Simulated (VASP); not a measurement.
```yaml
crystal:
  lattice:
    - [1.65663, -5.24804, 0.00000]
    - [1.65663, 5.24804, 0.00000]
    - [0.00000, 0.00000, 4.27188]
  atoms:
    - { symbol: P, position: [0.10190, 0.89810, 0.92304] }
    - { symbol: P, position: [0.39810, 0.60190, 0.42304] }
    - { symbol: P, position: [0.60190, 0.39810, 0.57696] }
    - { symbol: P, position: [0.89810, 0.10190, 0.07696] }
```

These are AM05 GGA, VASP's PBE PAW potentials (set 64) (plane waves; VASP) values and carry that method's errors. Numerical set-up: 520 eV cut-off, 8×8×6 Γ-centred mesh, tetrahedra with Blöchl corrections, potentials P.

The cores are frozen, which limits the accuracy of field gradients. Without a dispersion term in the relaxation, distances and binding between the weakly bound layers, chains or molecules are unreliable, and so is what depends on them.

Problem. Give the principal components of the electric field gradient (V/Å²) and the asymmetry η at each nucleus.

Solution. 
```csv
atom,Vxx,Vyy,Vzz,η
P1,37.3,33.1,-70.4,0.06
P2,37.3,33.1,-70.4,0.06
P3,37.3,33.1,-70.4,0.06
P4,37.3,33.1,-70.4,0.06
```

The compound is P in the black structure. It was relaxed first.
